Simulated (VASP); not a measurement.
Method: PBEsol GGA, VASP's PBE PAW potentials (set 64) (plane waves; VASP).

VASP ran on this input.

**POSCAR**
```
ZnS
1
    1.8917461106    -3.2766003373     0.0000000000
    1.8917461106     3.2766003373    -0.0000000000
    0.0000000000     0.0000000000     6.1999592661
Zn S
2 2
Direct
  0.6666670000   0.3333330000   0.5001780996
  0.3333330000   0.6666670000   0.0001780996
  0.6666670000   0.3333330000   0.8748219004
  0.3333330000   0.6666670000   0.3748219004
```

### INCAR
```
ALGO = Normal
EDIFF = 1E-7
ENCUT = 530
GGA = PS
IBRION = 6
ISIF = 3
ISMEAR = 0
LASPH = T
LCHARG = F
LMAXMIX = 4
LREAL = F
LWAVE = F
NELM = 100
NFREE = 2
NSW = 1
POTIM = 0.015
PREC = Accurate
SIGMA = 0.05
SYSTEM = ZnS
```

KPOINTS:
```
Automatic mesh
0
G
6 6 4
0 0 0
```

POTCAR, in this order: Zn S (PBE.64 set). Program: vasp_std.

What VASP printed:

OUTCAR:
```


 TOTAL ELASTIC MODULI (kBar)
 Direction    XX          YY          ZZ          XY          YZ          ZX
 --------------------------------------------------------------------------------
 XX        1253.9570    593.2730    465.7975      0.0000     -0.0000     -0.0000
 YY         593.2730   1253.9569    465.7975     -0.0000      0.0000      0.0000
 ZZ         465.7975    465.7975   1509.5574     -0.0000     -0.0000     -0.0000
 XY           0.0000     -0.0000     -0.0000    330.3420     -0.0000     -0.0000
 YZ          -0.0000      0.0000     -0.0000     -0.0000    284.1656     -0.0000
 ZX          -0.0000      0.0000     -0.0000     -0.0000     -0.0000    284.1657
 --------------------------------------------------------------------------------
```
(Selected blocks of OUTCAR.)

The compound is ZnS in the wurtzite structure, the high-temperature form. It was relaxed first.
